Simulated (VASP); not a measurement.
Method: TPSS meta-GGA, VASP's PBE PAW potentials (set 64) (plane waves; VASP).

The input files of a VASP run:

### KPOINTS
```
Regular mesh
0
G
 8 8 8
0 0 0
```

### POSCAR
```
Sb
1.0
  3.9964492934  -2.1826832837  -0.0038846002
  3.9964492934   2.1826832837  -0.0038846002
  2.8078521379   0.0000000000   3.5849258068
Sb
2
Cart
  2.5175183817   0.0000000000   0.8337899596
  8.2832323430   0.0000000000   2.7433666468
```

KPOINTS_OPT:
```
k-points along high-symmetry lines
8
Line-mode
Reciprocal
  0.000000   0.000000   0.000000 ! GAMMA
 -0.500000  -0.500000  -0.500000 ! T

 -0.500000  -0.500000  -0.500000 ! T
 -0.239794  -0.760206  -0.500000 ! H_2

  0.239793  -0.500000  -0.239793 ! H_0
 -0.000000  -0.500000  -0.000000 ! L

 -0.000000  -0.500000  -0.000000 ! L
  0.000000   0.000000   0.000000 ! GAMMA

  0.000000   0.000000   0.000000 ! GAMMA
  0.369897  -0.369897   0.000000 ! S_0

 -0.000000  -0.630103  -0.369897 ! S_2
  0.000000  -0.500000  -0.500000 ! F

  0.000000  -0.500000  -0.500000 ! F
  0.000000   0.000000   0.000000 ! GAMMA
```

**INCAR**
```
SYSTEM = Sb
PREC = Accurate
ENCUT = 520
EDIFF = 1E-7
NELM = 100
ALGO = Normal
LREAL = .FALSE.
LASPH = .TRUE.
ISMEAR = -5
METAGGA = TPSS
LMIXTAU = .TRUE.
LMAXMIX = 4
LWAVE = .FALSE.
LCHARG = .FALSE.
LORBIT = 11
NEDOS = 601
ISIF = 2
```

POTCAR, in this order: Sb (PBE.64 set). Program: vasp_std.

The run wrote:

**OUTCAR**
```
 ion  position               nearest neighbor table
   1  0.233  0.233  0.233-   2 2.94   2 2.94   2 2.94   2 3.40   2 3.40   2 3.40
   2  0.767  0.767  0.767-   1 2.94   1 2.94   1 2.94   1 3.40   1 3.40   1 3.40
  LATTYP: Found a trigonal (rhomboedric) cell.
 ALAT       =     4.5536500043
 COS(alpha) =     0.5404928610
 Subroutine PRICEL returns:
 Original cell was already a primitive cell.
 Subroutine GETGRP returns: Found 12 space group operations
The static configuration has the point symmetry D_3d.
The dynamic configuration has the point symmetry D_3d.
 Subroutine INISYM returns: Found 12 space group operations
 Subroutine IBZKPT returns following result:
 Found     65 irreducible k-points:

 Following reciprocal coordinates:
            Coordinates               Weight
  0.000000  0.000000  0.000000      1.000000
  0.125000  0.000000 -0.000000      6.000000
  0.250000  0.000000 -0.000000      6.000000
  0.375000  0.000000  0.000000      6.000000
  0.500000  0.000000 -0.000000      3.000000
  0.125000  0.125000 -0.000000      6.000000
  0.250000  0.125000 -0.000000     12.000000
  0.375000  0.125000 -0.000000     12.000000
...
```

OSZICAR:
```
       N       E                     dE             d eps       ncg     rms          rms(c)
DAV:   1     0.197175289732E+02    0.19718E+02   -0.37599E+03  1170   0.903E+02
DAV:   2    -0.229004551205E+02   -0.42618E+02   -0.42107E+02  1619   0.133E+02
DAV:   3    -0.245496005354E+02   -0.16491E+01   -0.16422E+01  1469   0.325E+01
DAV:   4    -0.245654252418E+02   -0.15825E-01   -0.15853E-01  1511   0.355E+00
DAV:   5    -0.245655437387E+02   -0.11850E-03   -0.11851E-03  1470   0.297E-01    0.317E+00
DAV:   6    -0.242212579630E+02    0.34429E+00   -0.32290E+00  1262   0.215E+01    0.189E+00
DAV:   7    -0.242403526659E+02   -0.19095E-01   -0.48372E-02  1332   0.217E+00    0.951E-01
DAV:   8    -0.241951392707E+02    0.45213E-01   -0.58398E-02  1175   0.313E+00    0.272E-01
DAV:   9    -0.242441918621E+02   -0.49053E-01   -0.47835E-02  1172   0.292E+00    0.777E-02
DAV:  10    -0.242491837910E+02   -0.49919E-02   -0.66966E-03  1178   0.104E+00    0.201E-02
DAV:  11    -0.242482676718E+02    0.91612E-03   -0.22441E-03  1180   0.643E-01    0.445E-02
DAV:  12    -0.242495161724E+02   -0.12485E-02   -0.74322E-04  1180   0.400E-01    0.111E-02
DAV:  13    -0.242495363154E+02   -0.20143E-04   -0.42498E-05  1286   0.715E-02    0.364E-03
DAV:  14    -0.242495588126E+02   -0.22497E-04   -0.23787E-05  1172   0.801E-02    0.397E-03
DAV:  15    -0.242495612249E+02   -0.24124E-05   -0.18895E-06  1201   0.211E-02    0.132E-03
DAV:  16    -0.242495621466E+02   -0.92173E-06   -0.80212E-07  1174   0.144E-02    0.375E-04
DAV:  17    -0.242495623406E+02   -0.19400E-06   -0.59732E-08   647   0.375E-03    0.253E-04
DAV:  18    -0.242495624197E+02   -0.79104E-07   -0.28876E-08   594   0.270E-03
   1 F= -.24249562E+02 E0= -.24249562E+02  d E =0.000000E+00
       N       E                     dE             ncg
```

File OUTCAR:
```
------------------------ aborting loop because EDIFF is reached ----------------------------------------
  FORCE on cell =-STRESS in cart. coord.  units (eV):
  Direction    XX          YY          ZZ          XY          YZ          ZX
  --------------------------------------------------------------------------------------
  Total       -0.0292780     -0.0026388     -0.0055609      0.0000000     -0.0000000     -0.0088228
  in kB       -0.7494575     -0.0675481     -0.1423469      0.0000000     -0.0000000     -0.2258451
  external PRESSURE =      -0.3197842 kB  Pullay stress =       0.0000000 kB
  volume of cell :       62.59
      direct lattice vectors                 reciprocal lattice vectors
     3.996449293 -2.182683284 -0.003884600     0.125015881 -0.229075837 -0.097917259
     3.996449293  2.182683284 -0.003884600     0.125015881  0.229075837 -0.097917259
     2.807852138  0.000000000  3.584925807     0.000270933  0.000000000  0.278733596
 POSITION                                       TOTAL-FORCE (eV/Angst)
 -----------------------------------------------------------------------------------
      2.51752      0.00000      0.83379        -0.009193      0.000000     -0.003045
      8.28323      0.00000      2.74337         0.009193      0.000000      0.003045
 -----------------------------------------------------------------------------------
    total drift:                               -0.000000      0.000000     -0.000000
  FREE ENERGIE OF THE ION-ELECTRON SYSTEM (eV)
  ---------------------------------------------------
  free  energy   TOTEN  =       -24.2495624197 eV

  energy  without entropy=      -24.2495624197  energy(sigma->0) =      -24.24956242

 total charge

# of ion       s       p       d       tot
------------------------------------------
    1        1.207   1.132   0.032   2.371
    2        1.207   1.132   0.032   2.371
--------------------------------------------------
tot          2.414   2.265   0.063   4.742
```
(Selected blocks of OUTCAR.)

For a metal the tetrahedron method with Blöchl corrections gives inexact stress and forces.

The compound is Sb in the a7 structure. It was relaxed first.
